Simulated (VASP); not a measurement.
# Hf3Ti (P-6m2) in VASP: band structure with PBEsol+D3(BJ)

Aim: the band structure of Hf3Ti with PBEsol+D3(BJ).

Program: VASP 6.6.1. These are calculated values, not measurements. Logs are shortened: lines on timing, memory, paths and dates and some standing lists are left out, and cuts for length are marked.

**1. The structure**

Symmetry: P-6m2, No. 187, hexagonal system. The conventional cell has a = 3.007 Å, b = 3.007 Å, c = 7.566 Å, α = 90.00°, β = 90.00°, γ = 120.00°. Hf (site symmetry -6m2) is surrounded by 12 Hf at 2.88 to 3.01 Å. Hf (site symmetry 3m) has 3 Ti at 2.29 Å as nearest neighbours. Around Ti (site symmetry -6m2) lie 6 Hf at 2.29 Å.

The cell was built by a generator and needn't be a form met in nature.

**2. Band structure, PBEsol+D3(BJ)**

run.py

```python
from ase.calculators.vasp import Vasp
from ase.dft.bandgap import bandgap
from ase.spacegroup import crystal

atoms = crystal(
    ['Hf', 'Hf', 'Ti'],
    basis=[[0.0, 0.0, 0.5], [0.6666666667, 0.3333333333, 0.80332637], [0.0, 0.0, 0.0]],
    spacegroup=187,
    setting=1,
    cellpar=[3.00698873, 3.00698873, 7.56568221, 90.0, 90.0, 120.0],
    primitive_cell=True,
)
calc = Vasp(
    directory='calc',
    xc='pbesol',
    pp='PBE',
    setups='minimal',
    prec='Accurate',
    encut=500,
    ediff=1e-06,
    ismear=1,
    sigma=0.1,
    lreal=False,
    lasph=True,
    nelm=80,
    algo='Fast',
    isif=2,
    lwave=False,
    lcharg=True,
    lmaxmix=4,
    ivdw=12,
    kpts=[10, 10, 4],
    gamma=True,
)
atoms.calc = calc

print('energy (eV):', atoms.get_potential_energy())
print('free energy (eV):', atoms.get_potential_energy(force_consistent=True))
efermi = calc.get_fermi_level()
print('Fermi level (eV):', efermi)
path = atoms.cell.bandpath(npoints=60, eps=1e-4)
print('path:', path.path)
calc.set(kpts=path.kpts, reciprocal=True, icharg=11, isym=0, lcharg=False)
calc.calculate(atoms)
print('gap on the path (eV):', bandgap(calc, efermi=efermi)[0])
print('direct gap on the path (eV):', bandgap(calc, efermi=efermi, direct=True)[0])
```

Potentials or basis: VASP PAW PBE potentials, release 64 (Hf, Ti).

On the command line:

```sh
$ python run.py
```

The program printed:

```text
energy (eV): -37.24763857
free energy (eV): -37.24830566
Fermi level (eV): 7.05101148
path: GMKGALHA,LM,KH
gap on the path (eV): 0.0
direct gap on the path (eV): 0.0
```

OUTCAR:

```text
ENCUT = 500.000000
   EDIFF = 1.00e-06
   GGA = PS
   PREC = Accurate
   ICHARG = 11
   ISIF = 2
   ISMEAR = 1
   ISYM = 0
   NELM = 80
   IVDW = 12
   LASPH = .TRUE.
   LREAL = .FALSE.
 IVDW          = 12

 ion  position               nearest neighbor table
   1  0.000  0.000  0.500-   2 2.88   3 2.88   2 2.88   3 2.88   2 2.88   3 2.88
   2  0.667  0.333  0.803-   4 2.29   4 2.29   4 2.29   1 2.88   1 2.88   1 2.88   3 2.98
   3  0.667  0.333  0.197-   4 2.29   4 2.29   4 2.29   1 2.88   1 2.88   1 2.88   2 2.98
   4  0.000  0.000  0.000-   2 2.29   3 2.29   2 2.29   3 2.29   2 2.29   3 2.29

IMPORTANT INFORMATION: All symmetrisations will be switched off!
NOSYMM: (Re-)initialisation of all symmetry stuff for point group C_1.

----------------------------------------------------------------------------------------

                                     Primitive cell

  volume of cell :      59.2437

  direct lattice vectors                    reciprocal lattice vectors
     3.006988730  0.000000000  0.000000000     0.332558613  0.192002804  0.000000000
    -1.503494365  2.604128629  0.000000000     0.000000000  0.384005609  0.000000000
     0.000000000  0.000000000  7.565682210     0.000000000  0.000000000  0.132175787

  length of vectors
     3.006988730  3.006988730  7.565682210     0.384005609  0.384005609  0.132175787

  position of ions in fractional coordinates (direct lattice)
     0.000000000  0.000000000  0.500000000
     0.666666667  0.333333333  0.803326370
     0.666666667  0.333333333  0.196673630
     0.000000000  0.000000000  0.000000000

  ion indices of the primitive-cell ions
   primitive index   ion index
                 1           1
                 2           2
                 3           3
                 4           4

----------------------------------------------------------------------------------------

 KPOINTS: KPOINTS created by Atomic Simulation Env

Read explicit list of k-points.

 Found     60 k-points:

 Following reciprocal coordinates:
            Coordinates               Weight
  0.000000  0.000000  0.000000      0.016667
  0.062500  0.000000  0.000000      0.016667
  0.125000  0.000000  0.000000      0.016667
  0.187500  0.000000  0.000000      0.016667
  0.250000  0.000000  0.000000      0.016667
  0.312500  0.000000  0.000000      0.016667
[... 16 lines left out ...]
  0.000000  0.000000  0.000000      0.016667
  0.000000  0.000000  0.250000      0.016667
 [... further k-points ...]
   k-points           NKPTS =     60   k-points in BZ     NKDIM =     60   number of bands    NBANDS=     12
   number of dos      NEDOS =    301   number of ions     NIONS =      4
   total plane-waves  NPLWV =  32256
   dimension x,y,z NGX =    24 NGY =   24 NGZ =   56
   dimension x,y,z NGXF=    48 NGYF=   48 NGZF=  112
   ions per type =               3   1
   NGX,Y,Z   is equivalent  to a cutoff of  13.27, 13.27, 12.31 a.u.
   NGXF,Y,Z  is equivalent  to a cutoff of  26.54, 26.54, 24.61 a.u.
 SYSTEM =  unknown system
   PREC   = accura    normal or accurate (medium, high low for compatibility)
   ISTART =      0    job   : 0-new  1-cont  2-samecut
   ICHARG =     11    charge: 1-file 2-atom 10-const
   ISPIN  =      1    spin polarized calculation?
   LNONCOLLINEAR =      F non collinear calculations
   LSORBIT =      F    spin-orbit coupling
   LASPH  =      T    aspherical Exc in radial PAW
   ENCUT  =  500.0 eV  36.75 Ry    6.06 a.u.   5.48  5.48 13.79*2*pi/ulx,y,z
   NELM   =     80;   NELMIN=  2; NELMDL=  0     # of ELM steps
   EDIFF  = 0.1E-05   stopping-criterion for ELM
   LREAL  =      F    real-space projection
   EDIFFG = 0.1E-04   stopping-criterion for IOM
   NSW    =      0    number of steps for IOM
   IBRION =     -1    ionic relax: 0-MD 1-quasi-New 2-CG
   NFREE  =      0    steps in history (QN), initial steepest desc. (CG)
   ISIF   =      2    stress and relaxation
   ISYM   =      0    0-nonsym 1-usesym 2-fastsym
   POTIM  = 0.5000    time-step for ionic-motion
   TEBEG  =    0.0;   TEEND  =   0.0 temperature during run
   PSTRESS=    0.0 pullay stress
   NELECT =      16.0000    total number of electrons
   NUPDOWN=      -1.0000    fix difference up-down
   EMIN   =  10.00;   EMAX   =-10.00  energy-range for DOS
   EFERMI =   0.00;   METHOD = LEGACY
   ISMEAR =     1;   SIGMA  =   0.10  broadening in eV -4-tet -1-fermi 0-gaus
   EFERMI_NEDOS =   21; number of points for ismear=-14 and -15
   IALGO  =     68    algorithm
   IMIX   =      4    mixing-type and parameters
     AMIX     =   0.40;   BMIX     =  1.00
     AMIX_MAG =   1.60;   BMIX_MAG =  1.00
  volume/ion in A,a.u.               =      14.81        99.95
  Fermi-wavevector in a.u.,A,eV,Ry     =   1.058199  1.999706 15.235604  1.119785
  Thomas-Fermi vector in A             =   2.193500
   LORBIT       =      0    0 simple, 1 ext, 2 COOP (PROOUT), +10 PAW based schemes
   GGA     = PS    functional components
   LHFCALC =     F    Hartree Fock is set to
   AEXX    =    0.0000 exact exchange contribution
   IVDW    =    12    specifies the selected vdW correction
   LEPSILON=     F    determine dielectric tensor
   LRPA    =     F    only Hartree local field effects (RPA)
 non-spin polarized calculation
 RMM-DIIS sequential band-by-band and
 Methfessel and Paxton  Order N= 1 SIGMA  =   0.10
  energy-cutoff  :      500.00
  volume of cell :       59.24
 maximum number of plane-waves:      1538
 NGX is ok and might be reduce to    24

 number of electron      16.0000000 magnetization

 Free energy of the ion-electron system (eV)
  ---------------------------------------------------
  ext. energy  EPLUGINS =         0.00000000
  ---------------------------------------------------
  free energy    TOTEN  =       -35.90264544 eV

  energy without entropy =      -35.90390897  energy(sigma->0) =      -35.90306662

 E-fermi :   6.9838     XC(G=0): -12.6239

 val. band max:        6.9787574406   @ k =   0.3000   0.3000   0.0000
 cond. band min:       7.0111110346   @ k =   0.1000   0.1000   0.0000
 fundamental gap:      0.0323535940
 Fermi energy:         6.9837686491

 k-point     1 :       0.0000    0.0000    0.0000
  band No.  band energies     occupation
      1      -0.4301      2.00000
      2       2.0267      2.00000
      3       2.6173      2.00000
      4       3.3209      2.00000
      5       5.6948      2.00000
      6       5.6948      2.00000
      7       5.7080      2.00000
      8       5.7080      2.00000
      9       8.1720     -0.00000
     10       8.2439     -0.00000
     11       8.2439     -0.00000
     12       8.6002     -0.00000

 k-point     2 :       0.0625    0.0000    0.0000
  band No.  band energies     occupation
      1      -0.2799      2.00000
      2       2.1497      2.00000
      3       2.7056      2.00000
      4       3.3761      2.00000
      5       5.5450      2.00000
      6       5.7377      2.00000
      7       5.7795      2.00000
      8       5.7909      2.00000
      9       7.9777     -0.00000
     10       8.3789     -0.00000
     11       8.3876     -0.00000
     12       8.4183     -0.00000
[... 301 lines left out ...]
 k-point    23 :       0.0000    0.0000    0.0000
  band No.  band energies     occupation
      1      -0.4301      2.00000
      2       2.0267      2.00000
      3       2.6173      2.00000
      4       3.3209      2.00000
      5       5.6948      2.00000
      6       5.6948      2.00000
      7       5.7080      2.00000
      8       5.7080      2.00000
      9       8.1720     -0.00000
     10       8.2439     -0.00000
     11       8.2439     -0.00000
     12       8.6002     -0.00000

 k-point    24 :       0.0000    0.0000    0.2500
  band No.  band energies     occupation
      1      -0.1605      2.00000
      2       1.6549      2.00000
      3       2.5148      2.00000
      4       3.3020      2.00000
      5       5.6359      2.00000
      6       5.6359      2.00000
      7       5.7397      2.00000
      8       5.7397      2.00000
      9       8.2950     -0.00000
     10       8.2954     -0.00000
     11       8.3826     -0.00000
     12       8.8119     -0.00000

 [... further k-points ...]

------------------------ aborting loop because EDIFF is reached ----------------------------------------

 Edisp (eV)   -3.03579

 E8    (eV) :    -2.2536

  FORCE on cell =-STRESS in cart. coord.  units (eV):
  Direction    XX          YY          ZZ          XY          YZ          ZX
  --------------------------------------------------------------------------------------
  -------------------------------------------------------------------------------------
  Total      20.11578    17.39123    18.82497     4.55819     0.00007     0.00005
  in kB     544.00789   470.32545   509.09940   123.27106     0.00180     0.00131
  external pressure =      507.81 kB  Pullay stress =        0.00 kB

 VOLUME and BASIS-vectors are now :
 -----------------------------------------------------------------------------
  energy-cutoff  :      500.00
  volume of cell :       59.24
      direct lattice vectors                 reciprocal lattice vectors
     3.006988730  0.000000000  0.000000000     0.332558613  0.192002804  0.000000000
    -1.503494365  2.604128629  0.000000000     0.000000000  0.384005609  0.000000000
     0.000000000  0.000000000  7.565682210     0.000000000  0.000000000  0.132175787

 POSITION                                       TOTAL-FORCE (eV/Angst)
 -----------------------------------------------------------------------------------
      0.00000      0.00000      3.78284        -1.372112     -0.627337     -0.000042
      1.50349      0.86804      6.07771         2.632789      0.901448     -1.233759
      1.50349      0.86804      1.48797         2.632816      0.901366      1.233720
      0.00000      0.00000      0.00000        -3.893493     -1.175478      0.000082
 -----------------------------------------------------------------------------------
    total drift:                               -0.145555     -0.054254      0.000070

  FREE ENERGIE OF THE ION-ELECTRON SYSTEM (eV)
  ---------------------------------------------------
  free  energy   TOTEN  =       -38.9384363270 eV

  energy  without entropy=      -38.9396998640  energy(sigma->0) =      -38.93885751
```

INCAR:

```text
ENCUT = 500.000000
SIGMA = 0.100000
EDIFF = 1.00e-06
ALGO = Fast
GGA = PS
PREC = Accurate
ICHARG = 11
ISIF = 2
ISMEAR = 1
ISYM = 0
LMAXMIX = 4
NELM = 80
IVDW = 12
LASPH = .TRUE.
LCHARG = .FALSE.
LWAVE = .FALSE.
LREAL = .FALSE.
```

Wall time 40 s (1 thread of Intel Xeon 6975P-C (Granite Rapids), shared host); peak memory 0.2 GiB.

What came out:

* Band gap along the path: none (metal or under the smearing width)
* Dispersion energy per atom: -0.759 eV

Levels at the corners of the path, in eV from the Fermi level:
```tsv
point	band 5	band 6	band 7	band 8	band 9	band 10	band 11	band 12
Γ	-1.36	-1.36	-1.34	-1.34	1.12	1.19	1.19	1.55
M	-2.22	-0.42	-0.34	-0.15	0.92	2.02	2.52	2.75
K	-1.48	-1.01	-0.91	-0.21	0.47	0.85	1.50	2.66
Γ	-1.36	-1.36	-1.34	-1.34	1.12	1.19	1.19	1.55
A	-1.40	-1.40	-1.36	-1.36	1.58	1.69	1.79	1.81
L	-1.07	-0.68	-0.16	-0.13	0.93	1.10	2.43	2.62
H	-1.88	-1.38	-1.03	-0.92	0.52	1.15	1.16	2.60
A	-1.40	-1.40	-1.36	-1.36	1.55	1.69	1.78	1.81
L	-1.07	-0.68	-0.16	-0.13	0.93	1.10	2.43	2.62
M	-2.22	-0.42	-0.34	-0.15	0.92	2.02	2.52	2.75
K	-1.48	-1.01	-0.91	-0.21	0.47	0.85	1.50	2.66
H	-1.88	-1.38	-1.03	-0.92	0.52	1.15	1.16	2.60
```

Caveat: the log is that of the step along the path at fixed density, whose energy, stress, charges and moments have no meaning; the PAW data sets were made with another functional, which shifts forces and pressure a little; spin-orbit coupling is left out, which moves the levels of the heavy elements; pairwise dispersion overbinds metals, which lowers pressure and volume.

**3. The reference run**

An earlier run on the cell as given: functional PBE; potentials or basis VASP PAW PBE potentials, release 64 (Hf_pv, Ti_sv); cutoff 520 eV; k mesh 10 × 10 × 4; occupations fermi-dirac, width 0.05 eV; no spin polarisation.

- Pressure: 76.2 GPa
- Largest force: 6.755 eV/Å
- Band gap on the k mesh: none (metal or under the smearing width)
